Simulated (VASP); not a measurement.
These are vdW-DF-cx, VASP's PBE PAW potentials (set 64) (plane waves; VASP) values and carry that method's errors.

Input for VASP

KPOINTS:
```
k-points along high-symmetry lines
15
Line-mode
Reciprocal
  0.000000   0.000000   0.000000 ! GAMMA
  0.500000   0.000000   0.500000 ! X

  0.500000   0.000000   0.500000 ! X
  0.625000   0.250000   0.625000 ! U

  0.375000   0.375000   0.750000 ! K
  0.000000   0.000000   0.000000 ! GAMMA

  0.000000   0.000000   0.000000 ! GAMMA
  0.500000   0.500000   0.500000 ! L

  0.500000   0.500000   0.500000 ! L
  0.500000   0.250000   0.750000 ! W

  0.500000   0.250000   0.750000 ! W
  0.500000   0.000000   0.500000 ! X
```

**INCAR**
```
AGGAC  =  0.0
ALGO  =  Normal
EDIFF  =  1E-7
ENCUT  =  520
GGA  =  CX
ICHARG  =  11
ISMEAR  =  0
LASPH  =  T
LCHARG  =  F
LORBIT  =  11
LREAL  =  F
LUSE_VDW  =  T
LWAVE  =  F
NELM  =  100
PREC  =  Accurate
SIGMA  =  0.05
SYSTEM  =  KF
```

### POSCAR
```
KF
3.7830210
  0.0000000000   0.7071068334   0.7071068334
  0.7071068334   0.0000000000   0.7071068334
  0.7071068334   0.7071068334   0.0000000000
K F
1 1
Cartesian
  0.0000000000   0.0000000000   0.0000000000
  0.7071068334   0.7071068334   0.7071068334
```

POTCAR, in this order: K_sv F (PBE.64 set). Program: vasp_std. Read from the step before: CHGCAR.

What VASP printed:

**OUTCAR**
```
 ion  position               nearest neighbor table
   1  0.000  0.000  0.000-   2 2.67   2 2.67   2 2.67   2 2.67   2 2.67   2 2.67
   2  0.500  0.500  0.500-   1 2.67   1 2.67   1 2.67   1 2.67   1 2.67   1 2.67
  LATTYP: Found a face centered cubic cell.
 ALAT       =     5.3500000000
 Subroutine PRICEL returns:
 Original cell was already a primitive cell.
 Subroutine GETGRP returns: Found 48 space group operations
The static configuration has the point symmetry O_h .
The dynamic configuration has the point symmetry O_h .
 Subroutine INISYM returns: Found 48 space group operations
   k-points           NKPTS =     90   k-points in BZ     NKDIM =     90   number of bands    NBANDS=     12
   number of dos      NEDOS =    301   number of ions     NIONS =      2
   total plane-waves  NPLWV =  21952
   dimension x,y,z NGX =    28 NGY =   28 NGZ =   28
   dimension x,y,z NGXF=    56 NGYF=   56 NGZF=   56
   ions per type =               1   1
   PREC   = accura    normal or accurate (medium, high low for compatibility)
   ISTART =      0    job   : 0-new  1-cont  2-samecut
   ICHARG =     11    charge: 1-file 2-atom 10-const
   ISPIN  =      1    spin polarized calculation?
   LNONCOLLINEAR =      F non collinear calculations
   LSORBIT =      F    spin-orbit coupling
   INIWAV =      1    electr: 0-lowe 1-rand  2-diag
   ENCUT  =  520.0 eV  38.22 Ry    6.18 a.u.   7.03  7.03  7.03*2*pi/ulx,y,z
...
```

File OSZICAR:
```
       N       E                     dE             d eps       ncg     rms          rms(c)
DAV:   1     0.117974701559E+03    0.11797E+03   -0.84272E+03  2160   0.129E+03
DAV:   2     0.178349347269E+01   -0.11619E+03   -0.10638E+03  2604   0.325E+02
DAV:   3    -0.360854094335E+01   -0.53920E+01   -0.53512E+01  2812   0.654E+01
DAV:   4    -0.379948121603E+01   -0.19094E+00   -0.19076E+00  3472   0.107E+01
DAV:   5    -0.380111552707E+01   -0.16343E-02   -0.16343E-02  2736   0.106E+00
DAV:   6    -0.380115709085E+01   -0.41564E-04   -0.41564E-04  3304   0.934E-02
DAV:   7    -0.380115725888E+01   -0.16803E-06   -0.16785E-06  2804   0.106E-02
DAV:   8    -0.380115726075E+01   -0.18686E-08   -0.18636E-08  1984   0.909E-04
   1 F= -.38011573E+01 E0= -.38011573E+01  d E =-.139570E-15
```

OUTCAR:
```
 val. band max:       -2.8578598594   @ k =   0.0000   0.0000   0.0000

 cond. band min:       3.5089455508   @ k =   0.0000   0.0000   0.0000



 k-point     1 :       0.0000    0.0000    0.0000
  band No.  band energies     occupation
      1     -28.8864      2.00000
      2     -21.3699      2.00000
      3     -12.2116      2.00000
      4     -12.2116      2.00000
      5     -12.2116      2.00000
      6      -2.8579      2.00000
      7      -2.8579      2.00000
      8      -2.8579      2.00000
      9       3.5089      0.00000
     10       7.8909      0.00000
     11       7.8909      0.00000
     12       7.8909      0.00000

 k-point     2 :       0.0357    0.0000    0.0357
  band No.  band energies     occupation
      1     -28.8849      2.00000
      2     -21.3723      2.00000
      3     -12.2142      2.00000
      4     -12.2142      2.00000
      5     -12.2122      2.00000
      6      -2.8821      2.00000
      7      -2.8596      2.00000
      8      -2.8596      2.00000
      9       3.5571      0.00000
     10       7.8413      0.00000
     11       7.9245      0.00000
     12       7.9245      0.00000

 k-point     3 :       0.0714    0.0000    0.0714
  band No.  band energies     occupation
      1     -28.8803      2.00000
      2     -21.3764      2.00000
      3     -12.2218      2.00000
      4     -12.2218      2.00000
      5     -12.2149      2.00000
      6      -2.9490      2.00000
      7      -2.8644      2.00000
      8      -2.8644      2.00000
      9       3.6972      0.00000
     10       7.7013      0.00000
     11       8.0242      0.00000
     12       8.0242      0.00000

 k-point     4 :       0.1071    0.0000    0.1071
  band No.  band energies     occupation
      1     -28.8731      2.00000
      2     -21.3823      2.00000
      3     -12.2341      2.00000
      4     -12.2341      2.00000
      5     -12.2224      2.00000
      6      -3.0433      2.00000
      7      -2.8717      2.00000
...
```

The density is held fixed in this step, so its total energy and stress have no physical meaning.

The compound is KF in the rock salt structure. The cell was not relaxed at this level.
